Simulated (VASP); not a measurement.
An input for Quantum ESPRESSO's pw.x (written as the equivalent of a VASP run, and not itself run):

```
&CONTROL
  calculation = 'vc-relax'
  pseudo_dir = './pseudo'
  outdir = './out'
  tprnfor = .true.
  tstress = .true.
  nstep = 40
  forc_conv_thr = 0.00078
/
&SYSTEM
  ibrav = 0
  nat = 6
  ntyp = 2
  ecutwfc = 84
  occupations = 'smearing'
  smearing = 'gaussian'
  degauss = 0.003675
  input_dft = 'pbesol'
/
&ELECTRONS
  conv_thr = 7.3e-08
  electron_maxstep = 100
/
&IONS
/
&CELL
  press = 100
/
ATOMIC_SPECIES
  Mg 24.305 Mg.upf
  F 18.998 F.upf
CELL_PARAMETERS angstrom
     4.5509631    0.0000000    0.0000000
     0.0000000    4.5509631    0.0000000
     0.0000000    0.0000000    3.0122534
ATOMIC_POSITIONS crystal
  Mg   0.0000000  0.0000000  0.0000000
  Mg   0.5000000  0.5000000  0.5000000
  F    0.3026706  0.3026706  0.0000000
  F    0.8026706  0.1973294  0.5000000
  F    0.1973294  0.8026706  0.5000000
  F    0.6973294  0.6973294  0.0000000
K_POINTS automatic
  5 5 7 0 0 0
```

Question: Translate this input to VASP (INCAR, KPOINTS, POSCAR, choice of POTCAR).

Answer: This is not unique; one that fits is 
**KPOINTS**
```
Automatic mesh
0
Gamma
5 5 7
0 0 0
```

### INCAR
```
# general
SYSTEM   =  MgF2
PREC     =  Accurate
ENCUT    =  620   # plane-wave cut-off (eV)
LREAL    =  .FALSE.   # projection in real space or not
LASPH    =  .TRUE.   # aspherical one-centre terms

# electronic loop
EDIFF    =  1E-6   # SCF stop (eV)
NELM     =  100
ALGO     =  Normal   # blocked Davidson

# smearing
ISMEAR   =  0   # Gaussian
SIGMA    =  0.05

# functional
GGA      =  PS

# ions
IBRION   =  2   # conjugate gradients
NSW      =  40   # most ionic steps
ISIF     =  3   # ions, shape and volume
EDIFFG   =  -0.02   # ionic stop
PSTRESS  =  100

# output
LWAVE    =  .FALSE.
LCHARG   =  .FALSE.
```

POSCAR:
```
MgF2
1.0
  4.5509631177   0.0000000000   0.0000000000
  0.0000000000   4.5509631177   0.0000000000
  0.0000000000   0.0000000000   3.0122534092
Mg F
2 4
Cart
  0.0000000000   0.0000000000   0.0000000000
  2.2754815589   2.2754815589   1.5061267046
  1.3774427087   1.3774427087   0.0000000000
  3.6529242676   0.8980388501   1.5061267046
  0.8980388501   3.6529242676   1.5061267046
  3.1735204090   3.1735204090   0.0000000000
```

POTCAR, in this order: Mg F (PBE.64 set). Program: vasp_std.

What does not carry over: the potentials are each code's own (VASP's PAW set, PseudoDojo norm-conserving files in pw.x), so ENCUT and ecutwfc are chosen apart and not converted; conv_thr bounds pw.x's estimated SCF error, while EDIFF bounds the energy change between steps; forc_conv_thr acts on force components and is met together with etot_conv_thr.

The compound is MgF2 in the rutile structure. This run relaxes it under an external pressure of 10 GPa. Symmetry was kept, so distortions that lower it aren't found.
